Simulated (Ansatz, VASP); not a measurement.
**GaNi: VASP beside Ansatz**

Aim: how closely do two programs agree when they are given the same cell, functional and k mesh? The cell is taken from a series of runs on this material, whose earlier steps may have relaxed, scaled, displaced or heated it; both programs get it as it stands.

Calculated with Ansatz 0.2.0; plane waves, with VASP 6.6.1 beside it; zone-centre phonons at PBEsol.

### 1. Set-up

Symmetry: Pm-3m, No. 221, cubic system. Conventional cell: a = 2.874 Å, b = 2.874 Å, c = 2.874 Å, α = 90.00°, β = 90.00°, γ = 90.00°. Nearest to Ga lie 8 Ni at 2.49 Å. Nearest to Ni lie 8 Ga at 2.49 Å. Farther neighbours are not listed.

### 2. VASP: zone-centre phonons, PBEsol

Second derivatives magnify differences that forces hide, and they need a tight electronic threshold.

Lines of VASP's logs that name or quote its potential files are left out, and so is its time.

File INCAR:

```
SYSTEM = GaNi
PREC = Accurate
ENCUT = 600
EDIFF = 1E-08
NELM = 120
ISMEAR = -1
SIGMA = 0.1
LREAL = .FALSE.
ALGO = Normal
GGA = PS
NBANDS = 17
LASPH = .TRUE.
LORBIT = 11
LWAVE = .FALSE.
LCHARG = .FALSE.
ISIF = 2
IBRION = 8
GGA_COMPAT = .FALSE.
KPAR = 2
```

File POSCAR:

```
GaNi
1.0
    2.8736999547      0.0000000000      0.0000000000
    0.0000000000      2.8736999547      0.0000000000
    0.0000000000      0.0000000000      2.8736999547
Ga Ni
1 1
Direct
    0.0000000000      0.0000000000      0.0000000000
    0.5000000000      0.5000000000      0.5000000000
```

File KPOINTS:

```
Automatic mesh
0
Gamma
20 20 20
0 0 0
```

PAW data sets: Ga_d and Ni (PBE family, release 64).

The run is started by

```
$ mpirun -np 2 vasp_std
```

Numbers of over 12 decimals in the logs are rounded to 6 here.

What it wrote:

```text
[banner, memory and clock lines left out]
running    2 mpi-ranks, on    1 nodes
 distrk:  each k-point on    1 cores,    2 groups
 distr:  one band on    1 cores,    1 groups

 POSCAR found type information on POSCAR GaNi
 POSCAR found :  2 types and       2 ions
|                                                                             |
|               ----> ADVICE to this user running VASP <----                  |
|                                                                             |
|     You enforced a specific xc type in the INCAR file but a different       |
|     [... a line on the potential file left out ...]
|     I HOPE YOU KNOW WHAT YOU ARE DOING!                                     |
|                                                                             |

 LDA part: xc-table for (Slater+PW92), standard interpolation
 POSCAR, INCAR and KPOINTS ok, starting setup
 FFT: planning ... GRIDC
 FFT: planning ... GRID_SOFT
 FFT: planning ... GRID
 WAVECAR not read
 entering main loop
       N       E                     dE             d eps       ncg     rms          rms(c)
DAV:   1     0.965582161133E+02    0.96558E+02   -0.12436E+04 10956   0.266E+03
DAV:   2    -0.652577825198E+01   -0.10308E+03   -0.10005E+03  9962   0.335E+02
DAV:   3    -0.113817073381E+02   -0.48559E+01   -0.48129E+01 10859   0.768E+01
DAV:   4    -0.114387167921E+02   -0.57009E-01   -0.56984E-01 11982   0.811E+00
DAV:   5    -0.114401901082E+02   -0.14733E-02   -0.14732E-02 12438   0.114E+00    0.102E+01
DAV:   6    -0.122784984975E+02   -0.83831E+00   -0.22575E+01 10335   0.654E+01    0.117E+01
DAV:   7    -0.103643189920E+02    0.19142E+01   -0.66481E+00  9945   0.456E+01    0.134E+00
DAV:   8    -0.103550481197E+02    0.92709E-02   -0.21285E-01 12679   0.496E+00    0.937E-01
DAV:   9    -0.103436221431E+02    0.11426E-01   -0.35732E-02 11465   0.280E+00    0.108E-01
DAV:  10    -0.103432075864E+02    0.41456E-03   -0.14090E-03 13866   0.469E-01    0.552E-02
DAV:  11    -0.103431897620E+02    0.17824E-04   -0.57913E-05 12351   0.110E-01    0.194E-02
DAV:  12    -0.103431903709E+02   -0.60888E-06   -0.35204E-06 14290   0.254E-02    0.335E-03
DAV:  13    -0.103431902986E+02    0.72233E-07   -0.54479E-08 11293   0.283E-03    0.166E-03
DAV:  14    -0.103431901884E+02    0.11026E-06   -0.54960E-08  9505   0.343E-03    0.197E-04
DAV:  15    -0.103431901984E+02   -0.10015E-07   -0.43965E-09  5541   0.660E-04    0.469E-05
DAV:  16    -0.103431902023E+02   -0.39158E-08   -0.54353E-10  5292   0.250E-04
   1 F= -.10343190E+02 E0= -.10328932E+02  d E =-.285162E-01
 Linear response reoptimize wavefunctions to high precision
DAV:   1    -0.103431902012E+02    0.10764E-08   -0.14968E-10  5316   0.151E-04
DAV:   2    -0.103431902012E+02    0.36380E-11   -0.53242E-11  5127   0.628E-05
 Linear response DOF=           2
 Linear response progress:
  Degree of freedom:   1/  2
       N       E                     dE             d eps       ncg     rms          rms(c)
RMM:   1    -0.159117837700E+00   -0.15912E+00    0.18932E-01 29425   0.965E+00
RMM:   2    -0.160129419151E+00   -0.10116E-02   -0.22588E-02 47243   0.133E+00    0.512E-02
RMM:   3    -0.160201799041E+00   -0.72380E-04   -0.21936E-03 47754   0.396E-01    0.288E-02
RMM:   4    -0.160129074012E+00    0.72725E-04   -0.40601E-04 49622   0.148E-01    0.423E-03
RMM:   5    -0.160102804583E+00    0.26269E-04   -0.58593E-05 52414   0.500E-02    0.215E-03
RMM:   6    -0.160089844097E+00    0.12960E-04   -0.11137E-05 51495   0.195E-02    0.112E-03
RMM:   7    -0.160086586217E+00    0.32579E-05   -0.27209E-06 49347   0.866E-03    0.359E-04
RMM:   8    -0.160088591746E+00   -0.20055E-05   -0.73138E-07 53736   0.384E-03    0.154E-04
RMM:   9    -0.160088320542E+00    0.27120E-06   -0.21713E-07 54061   0.183E-03    0.233E-05
RMM:  10    -0.160088256915E+00    0.63627E-07   -0.66231E-08 55737   0.923E-04    0.139E-05
RMM:  11    -0.160088132049E+00    0.12487E-06   -0.26513E-08 55171   0.508E-04    0.443E-06
RMM:  12    -0.160088109209E+00    0.22840E-07   -0.13722E-08 55570   0.311E-04    0.161E-06
RMM:  13    -0.160088091631E+00    0.17578E-07   -0.10294E-08 55713   0.212E-04    0.382E-07
RMM:  14    -0.160088091706E+00   -0.75316E-10   -0.85652E-09 48788   0.161E-04    0.415E-07
 first order change of Fermi-energy  -0.21028E-03
 force on displaced ion       1 direction 1 :  -5.383   0.000  -0.000
 Linear response progress:
  Degree of freedom:   2/  2
       N       E                     dE             d eps       ncg     rms          rms(c)
RMM:   1    -0.187124987320E+00   -0.18712E+00   -0.10407E-01 42498   0.241E+00
RMM:   2    -0.185332923662E+00    0.17921E-02   -0.32723E-03 46296   0.504E-01    0.109E-01
RMM:   3    -0.185349669356E+00   -0.16746E-04   -0.27706E-04 48383   0.138E-01    0.653E-02
RMM:   4    -0.185680496595E+00   -0.33083E-03   -0.13396E-04 48845   0.903E-02    0.584E-03
RMM:   5    -0.185682935232E+00   -0.24386E-05   -0.67436E-06 51908   0.257E-02    0.509E-03
RMM:   6    -0.185682458214E+00    0.47702E-06   -0.97617E-07 46276   0.105E-02    0.238E-03
RMM:   7    -0.185681328286E+00    0.11299E-05   -0.24702E-07 52736   0.396E-03    0.421E-04
RMM:   8    -0.185679723128E+00    0.16052E-05   -0.26394E-08 50028   0.124E-03    0.184E-04
RMM:   9    -0.185678033386E+00    0.16897E-05   -0.18460E-08 52513   0.489E-04    0.569E-05
RMM:  10    -0.185676737985E+00    0.12954E-05   -0.16466E-08 52403   0.235E-04    0.364E-05
RMM:  11    -0.185677097983E+00   -0.36000E-06   -0.15563E-08 52120   0.163E-04    0.428E-06
RMM:  12    -0.185677109153E+00   -0.11170E-07   -0.15484E-08 54857   0.118E-04    0.381E-06
RMM:  13    -0.185677093837E+00    0.15316E-07   -0.15491E-08 52573   0.104E-04    0.244E-06
RMM:  14    -0.185677108086E+00   -0.14249E-07   -0.15483E-08 47768   0.100E-04    0.829E-07
RMM:  15    -0.185677110749E+00   -0.26629E-08   -0.15484E-08 37997   0.989E-05    0.488E-07
 first order change of Fermi-energy   0.24346E-02
 force on displaced ion       2 direction 1 :  -5.372   0.000  -0.000
 Linear response finished
```

From OUTCAR (step 2):

```text
ion  position               nearest neighbor table
   1  0.000  0.000  0.000-   2 2.49   2 2.49   2 2.49   2 2.49   2 2.49   2 2.49   2 2.49   2 2.49

  LATTYP: Found a simple cubic cell.
 ALAT       =     2.8736999547

 Subroutine GETGRP returns: Found 48 space group operations
 (whereof 48 operations were pure point group operations)

The static configuration has the point symmetry O_h .

 Found    286 irreducible k-points:

   k-points           NKPTS =    286   k-points in BZ     NKDIM =    286   number of bands    NBANDS=     17

   dimension x,y,z NGX =    24 NGY =   24 NGZ =   24
   dimension x,y,z NGXF=    48 NGYF=   48 NGZF=   48

   ENCUT  =  600.0 eV  44.10 Ry    6.64 a.u.   5.74  5.74  5.74*2*pi/ulx,y,z

   NELECT =      23.0000    total number of electrons

 k-points in reciprocal lattice and weights: Automatic mesh
   0.00000000  0.00000000  0.00000000       0.000
   0.05000000  0.00000000  0.00000000       0.001
   0.10000000  0.00000000  0.00000000       0.001
   0.15000000  0.00000000  0.00000000       0.001
   0.20000000  0.00000000  0.00000000       0.001
   0.25000000  0.00000000  0.00000000       0.001
   0.30000000  0.00000000  0.00000000       0.001
   0.35000000  0.00000000  0.00000000       0.001
   0.40000000  0.00000000  0.00000000       0.001
[...]
0.50000000  0.50000000  0.45000000       0.001
   0.50000000  0.50000000  0.50000000       0.000

 average (electrostatic) potential at core
       1 -60.8005       2 -81.7179

  Total        0.0240511      0.0240511      0.0240511     -0.0000000      0.0000000     -0.0000000
  in kB        1.6237585      1.6237585      1.6237585     -0.0000000      0.0000000     -0.0000000
  external PRESSURE =       1.6237585 kB  Pullay stress =       0.0000000 kB

  energy-cutoff  :      600.00
  volume of cell :       23.73
      direct lattice vectors                 reciprocal lattice vectors
     2.873699955  0.000000000  0.000000000     0.347983441  0.000000000  0.000000000
     0.000000000  2.873699955  0.000000000     0.000000000  0.347983441  0.000000000
     0.000000000  0.000000000  2.873699955     0.000000000  0.000000000  0.347983441

 POSITION                                       TOTAL-FORCE (eV/Angst)
 -----------------------------------------------------------------------------------
      0.00000      0.00000      0.00000         0.000000      0.000000      0.000000
      1.43685      1.43685      1.43685         0.000000      0.000000      0.000000
 -----------------------------------------------------------------------------------
    total drift:                                0.000000      0.000000     -0.000000

 Eigenvectors and eigenvalues of the dynamical matrix
 ----------------------------------------------------

   1 f  =    6.421757 THz    40.349087 2PiTHz  214.206747 cm-1    26.558240 meV
             X         Y         Z           dx          dy          dz
      0.000000  0.000000  0.000000     0.010218    0.110504   -0.667262
      1.436850  1.436850  1.436850    -0.011126   -0.120320    0.726530

   2 f  =    6.421757 THz    40.349087 2PiTHz  214.206747 cm-1    26.558240 meV
             X         Y         Z           dx          dy          dz
      0.000000  0.000000  0.000000    -0.336226    0.579868    0.090882
      1.436850  1.436850  1.436850     0.366091   -0.631373   -0.098954

   3 f  =    6.421757 THz    40.349087 2PiTHz  214.206747 cm-1    26.558240 meV
             X         Y         Z           dx          dy          dz
      0.000000  0.000000  0.000000     0.586857    0.330297    0.063687
      1.436850  1.436850  1.436850    -0.638984   -0.359635   -0.069344

   4 f/i=    0.003307 THz     0.020776 2PiTHz    0.110296 cm-1     0.013675 meV
             X         Y         Z           dx          dy          dz
      0.000000  0.000000  0.000000    -0.112318    0.710191    0.159561
      1.436850  1.436850  1.436850    -0.103156    0.652256    0.146545

   5 f/i=    0.003307 THz     0.020776 2PiTHz    0.110296 cm-1     0.013675 meV
             X         Y         Z           dx          dy          dz
      0.000000  0.000000  0.000000     0.053846   -0.152900    0.718448
      1.436850  1.436850  1.436850     0.049454   -0.140427    0.659840

   6 f/i=    0.003307 THz     0.020776 2PiTHz    0.110296 cm-1     0.013675 meV
             X         Y         Z           dx          dy          dz
      0.000000  0.000000  0.000000     0.725900    0.121230   -0.028605
      1.436850  1.436850  1.436850     0.666684    0.111340   -0.026271

 ELASTIC MODULI CONTR FROM IONIC RELAXATION (kBar)
 Direction    XX          YY          ZZ          XY          YZ          ZX
 --------------------------------------------------------------------------------
 XX           0.0000      0.0000      0.0000      0.0000      0.0000      0.0000
 YY           0.0000      0.0000      0.0000      0.0000      0.0000      0.0000
 ZZ           0.0000      0.0000      0.0000      0.0000      0.0000      0.0000
 XY           0.0000      0.0000      0.0000      0.0000      0.0000      0.0000
 YZ           0.0000      0.0000      0.0000      0.0000      0.0000      0.0000
 ZX           0.0000      0.0000      0.0000      0.0000      0.0000      0.0000
 --------------------------------------------------------------------------------
```

This run has no spin polarisation, so a moment on Ni, if there is one, isn't seen. Its electron count is odd, so without a moment it is a metal by construction. Energies printed during the response cycles are not total energies of the cell.

### 3. Ansatz: zone-centre phonons, PBEsol

Ansatz runs on its default PAW (the set named soft_2) files.

The same cell, functional, mesh and smearing now go to Ansatz, which takes its cutoff from its data sets.

File input.yaml:

```yaml
crystal:
  lattice:
    - [2.8736999547, 0.0, 0.0]
    - [0.0, 2.8736999547, 0.0]
    - [0.0, 0.0, 2.8736999547]
  atoms:
    - { symbol: Ga, position: [0.0, 0.0, 0.0] }
    - { symbol: Ni, position: [0.5, 0.5, 0.5] }
kpoints:
  mp_grid: { grid: [20, 20, 20] }
hamiltonian:
  xc: pbesol
scf:
  occupations: { method: fermi_dirac, width: 0.1 }
output:
  eigenvalues: true
phonons:
  method: dfpt
  qpoints: [[0, 0, 0], [0.0, 0.25, 0.0], [0.0, 0.5, 0.0]]
```

The run is started by

```
$ ansatz run input.yaml --threads 4 --pin off --max-ram 8192MiB --backend cpu --events-out ev --progress --plain --runs-dir out
```

What it wrote:

```text
Engine: ansatz 0.2.0, aarch64-unknown-linux-gnu
Pseudopotentials: kind: paw
Pseudopotential: Ga, paw, valence charge 13, recommended cutoff 420 eV (normal), Ga.paw.azcp
Pseudopotential: Ni, paw, valence charge 18, recommended cutoff 420 eV (normal), Ni.paw.azcp
Functional definition: PBEsol
  exchange = pbesol_x
  correlation = pbesol_c
Crystal: 2 atoms, lattice volume = 23.731 Å³
Basis set: ecut = 420 eV, 461 PW (Γ), exchange–correlation on 40×40×40 points (8 copies of the dense FFT grid, shifted against one another)
Bands: 20, of which v1, the nominal top of the filled ones, is band 16 counted from 1 (15 counted from 0)
Symmetry: 48 space group operations
k-points: 286 of 8000
Non-local potential: Ga, projectors of the file, l = 0: 2, l = 1: 2, l = 2: 3, l = 3: 1
Non-local potential: Ni, projectors of the file, l = 0: 3, l = 1: 2, l = 2: 3, l = 3: 1
PAW form: soft (Blöchl's): semilocal exchange-correlation on the pseudo side does not see the compensation charge
PAW frozen core: Ga, regenerated for the run's functional, and the local potential with it (the file was generated under x = pbe(κ = 0.804, μ = 0.219515), c = pbe(β = 0.066725))
PAW frozen core: Ni, regenerated for the run's functional, and the local potential with it (the file was generated under x = pbe(κ = 0.804, μ = 0.219515), c = pbe(β = 0.066725))
PAW one-centre angular grid: Ga, 590 points (default); XC on 64 Gauss nodes
PAW one-centre angular grid: Ni, 590 points (default); XC on 64 Gauss nodes
Initial density: superposition of atomic densities (neutral atoms: chi_scale 0, normalization atom), corrected by the library's trained network
Initial wavefunctions: pseudopotential atomic-orbital guess
Functional: x = pbesol(κ = 0.804, μ = 0.123457), c = pbesol(β = 0.046)
SCF iter   1: F=—  HF=-9549.023543 eV  |F-HF|=—  |Δ(HF+E_count)|=         —  Δρ=2.14e-2  dr2=6.66e-2  ethr=1.77e-3  ⟨swp⟩=5.1  Hψ=23565  notcnv=0
preconditioner: auto → none  [metal: Δε(μ)=0.032 eV  Ē_g=15.199 eV  σ=0.100 eV  W_gap=0.08  n_scr=6 (ndim 8)  ℏωp=36.6 eV  f_vac=0.000  D(μ)=0.90/eV (n_scr^D=6)  sad-step TF]
SCF iter   2: F=—  HF=-9549.015848 eV  |F-HF|=—  |Δ(HF+E_count)|=   7.69e-3  Δρ=8.96e-3  dr2=1.39e-2  ethr=2.15e-4  ⟨swp⟩=2.0  Hψ=8955  notcnv=0  defer=13
SCF iter   3: F=—  HF=-9549.014238 eV  |F-HF|=—  |Δ(HF+E_count)|=   1.61e-3  Δρ=1.65e-3  dr2=4.00e-4  ethr=4.48e-5  ⟨swp⟩=1.1  Hψ=5735  notcnv=0  defer=13
SCF iter   4: F=—  HF=-9549.014089 eV  |F-HF|=—  |Δ(HF+E_count)|=   1.49e-4  Δρ=5.09e-4  dr2=4.41e-5  ethr=1.29e-6  ⟨swp⟩=2.1  Hψ=8412  notcnv=0  defer=13
SCF iter   5: F=—  HF=-9549.014066 eV  |F-HF|=—  |Δ(HF+E_count)|=   2.25e-5  Δρ=9.22e-5  dr2=2.86e-7  ethr=1.42e-7  ⟨swp⟩=2.2  Hψ=8569  notcnv=0  defer=13
SCF iter   6: F=—  HF=-9549.014069 eV  |F-HF|=—  |Δ(HF+E_count)|=   2.34e-6  Δρ=1.15e-5  dr2=1.58e-8  ethr=9.22e-10  ⟨swp⟩=2.0  Hψ=10202  notcnv=0  defer=13
SCF iter   7: F=—  HF=-9549.014069 eV  |F-HF|=—  |Δ(HF+E_count)|=   1.37e-8  Δρ=8.01e-7  dr2=9.23e-11  ethr=5.09e-11  ⟨swp⟩=2.0  Hψ=9876  notcnv=0  defer=13
SCF iter   8: F=-9549.014069 eV  HF=-9549.014069 eV  |F-HF|=3.64e-12  |Δ(HF+E_count)|=  1.20e-10  Δρ=1.34e-7  dr2=3.22e-12  ethr=1.00e-12  ⟨swp⟩=6.2  Hψ=26278  notcnv=0
SCF 1 converged in 8 iterations: F = -9549.014069 eV  dr2 = 3.22e-12
  greatest PAW one-centre occupation: 1.001 electrons in one spin orbital (limit 2), on the Ni atom at site 1 (counted from 0), in its partial waves of l = 1
NSCF: frozen V_eff on 286 k-points
NSCF: frozen V_eff on 726 k-points
DFPT response loops at q = (0, 0, 0) (fractional): preconditioner auto → Kerker (q_TF=auto, 2.853 Å⁻¹) (partly filled bands, converged f_vac=0.000); β = 1.00, the filter's whole step (`scf.mixing.beta` (0.50) is not read by the response loops under this deck's `scf.mixing.preconditioner`; to damp them name `kerker` or `kerker_dos`, under which they read `scf.mixing.beta`, and type it under 1.00, their step now; both keys bind the ground state too); Broyden in place of MSR1
NSCF: frozen V_eff on 4840 k-points
DFPT response loops at q = (0, 0.25, 0) (fractional): mixed as the last ones told, above
NSCF: frozen V_eff on 2662 k-points
DFPT response loops at q = (0, 0.5, 0) (fractional): mixed as the last ones told, above
SCF converged after 8 iterations
Free energy (F): -9549.014069 eV
Harris-Foulkes:  -9549.014069 eV  (|F-HF|=3.64e-12)
Internal energy: -9548.985376 eV  (E = F + TS)
E sigma→0 (E₀):  -9548.999723 eV
Entropy (-TS):   -0.028692 eV (-14.346 meV/atom)
Fermi energy:    16.825578 eV
--- Per-component energies (eV) ---
  E_band       = -259.013678
  E_kinetic    = 404.178917
  E_local      = -5128.892126  (includes V_loc(G=0)·N_el)
  E_nonlocal   = 1067.891659
  E_hartree    = 2256.239606
  E_xc         = -154.437600
  E_vxc        = -169.429200  (∫ρ·V_xc dr)
  E_paw        = -3550.178227  (= ΣΔE_a)
  E_vpaw       = -945.242629  (= ΣTr[D̂ρ^β])
  E_aug_tail   = 0.000338  (compensation charges beyond the density's cutoff)
  E_ewald      = -4444.848210
  E_core_change = 1.060267  (= ΣΔE_core)
  E_smearing   = -0.028692  (= −TS)
  E_closure    = 0.000000  (closes the sum)
  Σ components = -9549.014069   (vs F -9549.014069, Δ=0.00e0)
--- Band table (eV; the first three rows and the last of 286) ---
  k-point 0: bands = [... 12 lower, 15.3754, 15.3754, 15.3754, 21.7456, 21.7456, 21.7456, 27.4102, 27.4102]
  k-point 1: bands = [... 12 lower, 15.3485, 15.3485, 15.3755, 21.3229, 21.8252, 21.8252, 27.4241, 27.6998]
  k-point 2: bands = [... 12 lower, 15.2726, 15.2726, 15.3756, 20.3494, 22.0589, 22.0589, 27.4657, 28.0429]
  k-point 285: bands = [... 12 lower, 15.8787, 15.8787, 17.4007, 20.2685, 20.2685, 20.2685, 20.9471, 20.9471]
--- Phonons (Γ-DFPT): 2 representative perturbations + reference (Σ response iterations 6) ---
  ASR residual: 6.357e-4 → 0.000e0 eV/Å²; symmetrization residual: 2.122e-6 eV/Å²
  ASR residual per site (eV/Å²): 3.73e-5 6.36e-4
  Γ frequencies (cm⁻¹): 0.00 0.00 0.00 212.55 212.55 212.55
  non-analytic LO–TO correction: not included (Born effective charges unavailable; polar crystals: no LO–TO splitting at Γ)
--- Phonons (arbitrary-q DFPT): 3 explicit q-points ---
  q = [0, 0, 0] (of the zone-centre solve; hermiticity 8.02e-7, symmetrization 1.12e-12): -0.00 0.00 0.00 212.55 212.55 212.55
  q = [0, 0.25, 0] (4 solved perturbations in 7480 linear systems a pass and spin channel, the states on 2420 of 8000 k-point pairs; hermiticity 1.99e-6, symmetrization 1.10e-12): 83.94 83.94 122.41 191.98 191.98 218.76
  q = [0, 0.5, 0] (4 solved perturbations in 4114 linear systems a pass and spin channel, the states on 1331 of 8000 k-point pairs; hermiticity 4.42e-8, symmetrization 2.20e-8): 132.46 132.46 152.60 152.60 187.46 219.32
  sum rule: each row above includes the acoustic sum rule's correction from the zone centre's row sums; it moved no ω² by more than (1.72 cm⁻¹)²
```

### 4. Differences

Known differences besides the potentials themselves: the data sets hold 31 valence electrons in Ansatz (on its default PAW (the set named soft_2) files) and 23 in VASP; the cutoff is 420 eV in Ansatz and 600 eV in VASP; Ansatz makes its cores anew for this functional, VASP keeps those of its PBE data sets. Total energies have different zeros and are not compared.

Compared:

```
                  quantity  Ansatz   VASP  difference
optical mode 1 to 3 (cm⁻¹)   212.6  214.2     -0.77 %
```

Modes are paired by rising frequency, not by their patterns, so a pair may set unlike modes beside each other; they are those without the splitting of longitudinal modes.

### 5. Summary of results

```yaml
r_m_s_difference_of_the_optical_zone_centre_modes_each_program_s_sorted_by_frequency_zone_centre_phonons_pbesol: 1.7 cm⁻¹
difference_in_optical_mode_1_to_3_zone_centre_phonons_pbesol: -0.8 %
```

**Reading.** The r.m.s. difference of the optical zone-centre modes, each program's sorted by frequency is 1.7 cm⁻¹ (zone-centre phonons, PBEsol). The data sets hold unlike numbers of valence electrons (31 in Ansatz and 23 in VASP), so part of the differences comes from the potentials. Among the rows given in per cent, the largest difference of the zone-centre phonons, PBEsol pair is in optical mode 1 to 3, -0.8 %. How closely two codes agree says nothing of how well the functional describes the real material.

[Lines on the potential files, build, host, timing and source positions are cut from VASP's logs without a mark.]

[Logs are printed without paths, hosts, clocks, repeated set-up lines and the standing remarks that a program may print on its own settings, such as how far it seeks lower states.]

[Hosts, paths, dates, database ids (printed as entryN), source tags and the programs' standing remarks are cut or masked in the printed files.]
